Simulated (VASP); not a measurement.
Data:

```yaml
crystal:
  lattice:
    - [1.37066, -2.37405, 0.00000]
    - [1.37066, 2.37405, 0.00000]
    - [0.00000, 0.00000, 4.31688]
  atoms:
    - { symbol: Os, position: [0.33333, 0.66667, 0.25000] }
    - { symbol: Os, position: [0.66667, 0.33333, 0.75000] }
```

Calculation: r2SCAN meta-GGA, VASP's PBE PAW potentials (set 64) (plane waves; VASP). Settings: 480 eV cut-off, 14×14×8 Γ-centred mesh, first-order Methfessel-Paxton smearing of 0.10 eV, potentials Os.

Unless said otherwise, spin-orbit coupling is left out, though it shifts the bands of the heavy elements here.

### Question
What does the run give for the energy per atom (σ→0), band gap (on the k-mesh) with the smallest direct gap where there is one?

### Answer

```
Quantity                                                     Value
------------------------  ----------------------------------------
band gap (on the k-mesh)  none (metal, semimetal or under 0.01 eV)
energy per atom (σ→0)                              -53.000 eV/atom
```

The absolute energy has meaning only against runs of the same code, potentials and settings.

The compound is Os in the hcp structure. It was relaxed first.
